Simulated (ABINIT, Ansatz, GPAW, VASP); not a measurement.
# Zr₂Al (I4/mcm, 6 atoms in the cell) computed with different codes at matched settings

Self-consistent single point.

```
Zr2Al
1.0
   -3.40325     3.40325     2.67265
    3.40325    -3.40325     2.67265
    3.40325     3.40325    -2.67265
Zr Al
4 2
Cartesian
  1.03050   2.37274   0.00000
  2.37274   1.03050   2.67265
  4.43375   1.03050   0.00000
 -1.03050   2.37274   2.67265
  0.00000   0.00000   1.33633
  0.00000   0.00000   4.00898
```

Shared settings, as Ansatz (a first-principles code) writes them: kpoints.mp_grid.grid = 5 5 5; scf.occupations.method = gaussian; scf.occupations.width = 0.1 eV. Potentials and cutoffs stand in the table.

```tsv
code	model	pressure (GPa)	largest force (eV/Å)	cutoff
VASP	LDA (PZ), VASP's LDA PAW potentials (set 64)	-4.37	0.027	300 eV
GPAW	LDA (Perdew-Wang 92), GPAW PAW datasets LDA (gpaw-data 1.0.1)	-4.40	0.035	550 eV
ABINIT	LDA (PW92), norm-conserving pseudopotentials (PseudoDojo nc-sr-04 LDA standard)	-4.19	0.014	35 Ha
Ansatz	LDA (PW92), PAW files made with PBE	-4.05	0.028	default
```

The spread over the programs that give each value: pressure within 0.35 GPa; largest force within 0.021 eV/Å.

Ansatz's pressure is given at a fixed set of plane waves, as the other plane-wave codes print theirs. The same LDA comes in different parametrisations, which differ slightly.

VASP's run is marked for a possible Pulay error in its stress at this cutoff; no cutoff test was made.

The starting cell comes from a database of computed structures (which also holds hypothetical and non-ambient phases and stackings), without a prior relaxation at this level. Its lattice was rescaled by a random factor within 2.5 % of one.

Left out of this page: CP2K, Elk, FLEUR and SIESTA (not drawn, or without a comparable value).

Keys are those of Ansatz 0.2.
